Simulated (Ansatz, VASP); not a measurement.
# Cross-check of ZnS between VASP and Ansatz

Wanted: the spread between two codes on one cell, functional and k mesh. The cell is taken from a series of runs on this material, whose earlier steps may have relaxed, scaled, displaced or heated it; both programs get it as it stands.

Main program and level: Ansatz 0.2.0; plane waves, with VASP 6.6.1 beside it; zone-centre phonons at LDA.

### Step 1. The starting structure

The structure is tetragonal, space group I-4m2 (No. 119). Conventional cell: a = 3.731 Å, b = 3.731 Å, c = 5.350 Å, α = 90.00°, β = 90.00°, γ = 90.00°. Nearest to S lie 4 Zn at 2.30 Å. Nearest to Zn lie 4 S at 2.30 Å. Farther neighbours and most contacts between anions are not listed.

### Step 2. Ansatz: zone-centre phonons, LDA

Ansatz runs on its PAW soft_1 files.

Second derivatives magnify differences that forces hide, and they need a tight electronic threshold.

input.yaml reads:

```yaml
crystal:
  lattice:
    - [0.0, 2.6382620014, 2.6748413515]
    - [2.6382620014, 0.0, 2.6748413515]
    - [2.6382620014, 2.6382620014, 0.0]
  atoms:
    - { symbol: S, position: [0.0, 0.0, 0.0] }
    - { symbol: Zn, position: [0.75, 0.75, 0.75] }
kpoints:
  mp_grid: { grid: [12, 12, 12] }
hamiltonian:
  xc: lda
  pseudopotentials: { kind: paw, azcp: { folder: soft_1 }, xc_functional: pbe }
scf:
  occupations: { method: fixed }
output:
  eigenvalues: true
phonons:
  method: dfpt
  dielectric: true
  rigid_motions: translations
```

The run is started by

```console
$ ansatz run input.yaml --threads 4 --pin off --max-ram 10240MiB --backend cpu --events-out ev --progress --plain --runs-dir out
```

Numbers of over 12 decimals in the logs are rounded to 6 here.

The log of the run:

```text
Engine: ansatz 0.2.0, aarch64-unknown-linux-gnu
Pseudopotentials: kind: paw
Pseudopotential: S, paw, valence charge 6, recommended cutoff 420 eV (normal), soft_1/S.paw.azcp
Pseudopotential: Zn, paw, valence charge 12, recommended cutoff 420 eV (normal), soft_1/Zn.paw.azcp
Functional definition: SPW92
  exchange = slater_x
  correlation = pw_c
Crystal: 2 atoms, lattice volume = 37.236 Å³
Basis set: ecut = 420 eV, 725 PW (Γ), exchange–correlation on 54×54×54 points (8 copies of the dense FFT grid, shifted against one another)
Bands: 13, of which v1, the nominal top of the filled ones, is band 9 counted from 1 (8 counted from 0)
Symmetry: 8 space group operations
k-points: 868 of 1728 (irreducible under 1 space group operation, time reversal used)
Non-local potential: S, projectors of the file, l = 0: 2, l = 1: 2, l = 2: 1
Non-local potential: Zn, projectors of the file, l = 0: 2, l = 1: 2, l = 2: 3, l = 3: 1
PAW form: soft (Blöchl's): semilocal exchange-correlation on the pseudo side does not see the compensation charge
PAW frozen core: S, regenerated for the run's functional, and the local potential with it (the file was generated under x = pbe(κ = 0.804, μ = 0.219515), c = pbe(β = 0.066725))
PAW frozen core: Zn, regenerated for the run's functional, and the local potential with it (the file was generated under x = pbe(κ = 0.804, μ = 0.219515), c = pbe(β = 0.066725))
PAW one-centre angular grid: S, 110 points (default); XC on 64 Gauss nodes
PAW one-centre angular grid: Zn, 590 points (default); XC on 64 Gauss nodes
Initial density: superposition of atomic densities (chi_scale 0.1, normalization cell, long waves kept (reshape's long-wave potential 0.00 eV rms))
Initial wavefunctions: pseudopotential atomic-orbital guess
Functional: x = slater, c = lda
SCF iter   1: F=—  HF=-4117.545516 eV  |F-HF|=—  |Δ(HF+E_count)|=         —  Δρ=3.82e-2  dr2=3.38e-1  ethr=3.10e-3  ⟨swp⟩=5.1  Hψ=67746  notcnv=0  defer=1671
preconditioner: auto → none  [insulator: Δε(μ)=2.349 eV  Ē_g=12.777 eV  n_scr=14 (ndim 8)  ℏωp=25.8 eV  f_vac=0.000  ε∞_Penn≈5.1]
SCF iter   2: F=—  HF=-4117.457950 eV  |F-HF|=—  |Δ(HF+E_count)|=   8.76e-2  Δρ=1.46e-2  dr2=4.10e-2  ethr=1.88e-3  ⟨swp⟩=2.3  Hψ=26562  notcnv=0  defer=1686
SCF iter   3: F=—  HF=-4117.446817 eV  |F-HF|=—  |Δ(HF+E_count)|=   1.11e-2  Δρ=9.76e-3  dr2=1.74e-2  ethr=2.28e-4  ⟨swp⟩=2.0  Hψ=19978  notcnv=0  defer=1722
SCF iter   4: F=—  HF=-4117.442078 eV  |F-HF|=—  |Δ(HF+E_count)|=   4.74e-3  Δρ=2.33e-3  dr2=1.32e-3  ethr=9.65e-5  ⟨swp⟩=2.0  Hψ=26909  notcnv=0  defer=1734
SCF iter   5: F=—  HF=-4117.441907 eV  |F-HF|=—  |Δ(HF+E_count)|=   1.71e-4  Δρ=6.22e-4  dr2=8.16e-5  ethr=7.32e-6  ⟨swp⟩=2.1  Hψ=19195  notcnv=0  defer=1736
SCF iter   6: F=—  HF=-4117.441920 eV  |F-HF|=—  |Δ(HF+E_count)|=   1.30e-5  Δρ=1.28e-4  dr2=2.68e-6  ethr=4.53e-7  ⟨swp⟩=2.4  Hψ=19096  notcnv=0  defer=3
SCF iter   7: F=—  HF=-4117.441920 eV  |F-HF|=—  |Δ(HF+E_count)|=   1.59e-7  Δρ=2.01e-5  dr2=6.94e-8  ethr=1.49e-8  ⟨swp⟩=2.0  Hψ=17109  notcnv=0
SCF iter   8: F=—  HF=-4117.441920 eV  |F-HF|=—  |Δ(HF+E_count)|=   5.51e-8  Δρ=1.65e-6  dr2=5.00e-10  ethr=3.86e-10  ⟨swp⟩=2.0  Hψ=18258  notcnv=0
SCF iter   9: F=-4117.441920 eV  HF=-4117.441920 eV  |F-HF|=4.64e-11  |Δ(HF+E_count)|=  4.36e-10  Δρ=3.15e-7  dr2=1.71e-11  ethr=1.00e-12  ⟨swp⟩=8.0  Hψ=78244  notcnv=0
SCF 1 converged in 9 iterations: F = -4117.441920 eV  dr2 = 1.71e-11
  greatest PAW one-centre occupation: 0.983 electrons in one spin orbital (limit 2), on the Zn atom at site 1 (counted from 0), in its partial waves of l = 2
NSCF: frozen V_eff on 3 k-points
DFPT response loops at Γ: preconditioner auto → none (the input reference at scf.mixing.eps_inf says where Resta's filter doesn't serve); β = 0.50; Broyden in place of MSR1
── the response to a field inside a basis, on 12×12×12 k-points: an SCF that follows is theirs, and a resumed run solves both again ──
Bands: 10, of which v1, the nominal top of the filled ones, is band 9 counted from 1 (8 counted from 0)
k-points: 468 of 1728 (irreducible under 2 space group operations, time reversal used)
Initial density: handed on by an earlier stage of this run
Initial wavefunctions: pseudopotential atomic-orbital guess (no wavefunctions were taken with the density)
Eigensolver: Dense (468 Hₖ)
SCF iter   1: F=—  HF=-4117.442384 eV  |F-HF|=—  |Δ(HF+E_count)|=         —  Δρ=2.53e-4  dr2=5.42e-6  ethr=1.00e-1
preconditioner: auto → none  [insulator: Δε(μ)=2.263 eV  Ē_g=10.079 eV  n_scr=14 (ndim 8)  ℏωp=25.8 eV  f_vac=0.013  ε∞_Penn≈7.6]
SCF iter   2: F=—  HF=-4117.442384 eV  |F-HF|=—  |Δ(HF+E_count)|=   2.64e-7  Δρ=2.20e-4  dr2=6.88e-6  ethr=3.01e-8
SCF iter   3: F=—  HF=-4117.442388 eV  |F-HF|=—  |Δ(HF+E_count)|=   4.11e-6  Δρ=2.04e-4  dr2=8.94e-6  ethr=3.01e-8
SCF iter   4: F=-4117.442384 eV  HF=-4117.442384 eV  |F-HF|=1.68e-9  |Δ(HF+E_count)|=   4.22e-6  Δρ=7.39e-6  dr2=7.56e-9  ethr=3.01e-8
SCF 1 converged in 4 iterations: F = -4117.442384 eV  dr2 = 7.56e-9
DFPT response loops at Γ: mixed as the last ones told, above
SCF converged after 9 iterations
Free energy (F): -4117.441920 eV
Harris-Foulkes:  -4117.441920 eV  (|F-HF|=4.64e-11)
Internal energy: -4117.441920 eV  (E = F + TS)
E sigma→0 (E₀):  -4117.441920 eV
Fermi energy:    6.283415 eV
--- Per-component energies (eV) ---
  E_band       = 8.087654
  E_kinetic    = 255.764941
  E_local      = -2234.546901  (includes V_loc(G=0)·N_el)
  E_nonlocal   = 857.456285
  E_hartree    = 848.715838
  E_xc         = -166.801329
  E_vxc        = -135.670794  (∫ρ·V_xc dr)
  E_paw        = -2401.929611  (= ΣΔE_a)
  E_vpaw       = -432.347081  (= ΣTr[D̂ρ^β])
  E_aug_tail   = -0.000252  (compensation charges beyond the density's cutoff)
  E_ewald      = -1277.811234
  E_core_change = 1.710341  (= ΣΔE_core)
  E_smearing   = -0.000000  (= −TS)
  E_closure    = 0.000000  (closes the sum)
  Σ components = -4117.441920   (vs F -4117.441920, Δ=0.00e0)
--- Band table (eV; the first three rows and the last of 868) ---
  k-point 0: bands = [... 5 lower, 0.0871, 6.2302, 6.2834, 6.2834, 8.3742, 12.4366, 12.4399, 12.4399]
  k-point 1: bands = [... 5 lower, 0.0857, 5.6282, 6.1690, 6.2074, 8.8627, 12.3720, 12.5693, 12.5735]
  k-point 2: bands = [... 5 lower, 0.0836, 4.4532, 5.9639, 6.0125, 9.4907, 12.4762, 12.8642, 12.8833]
  k-point 867: bands = [... 5 lower, 0.3018, 0.4984, 5.2593, 5.3414, 9.4576, 12.9269, 13.0487, 15.0859]
--- Phonons (Γ-DFPT): 4 representative perturbations + reference, on 868 of 1728 k-points (Σ response iterations 12) ---
  k mesh reduced under 1 symmetry operation, with k and −k counted as one. Each operation leaves every solved perturbation unchanged. A smaller set is not considered because the run solves the response to a homogeneous field
  ASR residual: 2.684e-4 → 0.000e0 eV/Å²; symmetrization residual: 3.870e-6 eV/Å²
  ASR residual per site (eV/Å²): 3.12e-5 2.68e-4
  Γ frequencies (cm⁻¹): 0.00 0.00 0.00 288.80 288.80 290.85
  ε∞ (high-frequency dielectric tensor):
        6.157984     0.000000    -0.000000
        0.000000     6.157984     0.000000
       -0.000000     0.000000     6.216612
  ε⁰ (static dielectric tensor: ions relaxed, cell fixed):
        8.789559     0.000000    -0.000000
        0.000000     8.789559     0.000000
       -0.000000     0.000000     8.907889
  ε⁰ − ε∞ (ionic part):
        2.631575    -0.000000    -0.000000
       -0.000000     2.631575     0.000000
       -0.000000     0.000000     2.691277
  softest optical mode at Γ: 288.80 cm⁻¹; the repairs (sum rule, projections) moved no ω² at Γ by more than (1.15 cm⁻¹)²
  Born effective charges Z* (e; rows j = field, columns β = displacement):
    site 0:
        -1.89024    0.00000    0.00000
         0.00000   -1.89024   -0.00000
         0.00000   -0.00000   -1.92509
    site 1:
         1.89024    0.00000   -0.00000
         0.00000    1.89024    0.00000
        -0.00000    0.00000    1.92509
  Z* charge neutrality: 1.953e-4 e pre-enforcement
  solved inside a basis spanned on kpoints, on 12×12×12 k-points, its susceptibility summed on 16×16×16: ε∞ is read to err by 1.6e-2, Z* by 1.3e-2 e (field_mesh: kpoints solves on kpoints); Z* is corrected for what the basis lacks
  optical modes at Γ without the LO–TO term, one row a degenerate level:
      ω (cm⁻¹)  modes    IR ((D/Å)²/amu)
        288.80      2             7.6640
        290.85      1             3.9746
  optical modes at Γ + LO–TO along q̂ = [1.0000, 0.0000, 0.0000]:
      ω (cm⁻¹)  modes    IR ((D/Å)²/amu)
        288.80      1             3.8320
        290.85      1             3.9746
        345.04      1             3.8320
  optical modes at Γ + LO–TO along q̂ = [0.0000, 1.0000, 0.0000]:
      ω (cm⁻¹)  modes    IR ((D/Å)²/amu)
        288.80      1             3.8320
        290.85      1             3.9746
        345.04      1             3.8320
  optical modes at Γ + LO–TO along q̂ = [0.0000, 0.0000, 1.0000]:
      ω (cm⁻¹)  modes    IR ((D/Å)²/amu)
        288.80      2             7.6640
        348.16      1             3.9746
```

(Part 1 of 2 ends here.)

[Lines on the potential files, build, host, timing and source positions are cut from VASP's logs without a mark.]

[Logs are printed without paths, hosts, clocks, repeated set-up lines and the standing remarks that a program may print on its own settings, such as how far it seeks lower states.]

[Hosts, paths, dates, database ids (printed as entryN), source tags and the programs' standing remarks are cut or masked in the printed files.]
